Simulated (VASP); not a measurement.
Given:

```
CELL_PARAMETERS angstrom
      4.86418     0.00000     0.00000
      0.00000     4.86418     0.00000
      0.00000     0.00000     3.30520
ATOMIC_POSITIONS crystal
  Mn 0.00000 0.00000 0.00000
  Mn 0.50000 0.50000 0.50000
  F  0.30316 0.30316 0.00000
  F  0.80316 0.19684 0.50000
  F  0.19684 0.80316 0.50000
  F  0.69684 0.69684 0.00000
```
Starting moments (μB, in the order of the record's atoms Mn Mn F F F F): 4.5 -4.5 0.0 0.0 0.0 0.0.

Level of theory: optB86b-vdW, VASP's PBE PAW potentials (set 64) (plane waves; VASP). Numerical set-up: 520 eV cut-off, 5×5×8 Γ-centred mesh, tetrahedra with Blöchl corrections, potentials Mn_pv F.

The cores are frozen, which limits the accuracy of field gradients.

Q: Give the principal components of the electric field gradient (V/Å²) and the asymmetry η at each nucleus.

A: 
| atom | Vxx | Vyy | Vzz | η |
|---|---|---|---|---|
| Mn1 | -15.6 | -10.1 | 25.7 | 0.21 |
| Mn2 | -15.6 | -10.1 | 25.7 | 0.21 |
| F3 | 44.8 | 17.7 | -62.5 | 0.43 |
| F4 | 44.8 | 17.7 | -62.5 | 0.43 |
| F5 | 44.8 | 17.7 | -62.5 | 0.43 |
| F6 | 44.8 | 17.7 | -62.5 | 0.43 |

The compound is MnF2 in the rutile structure. It was relaxed first.
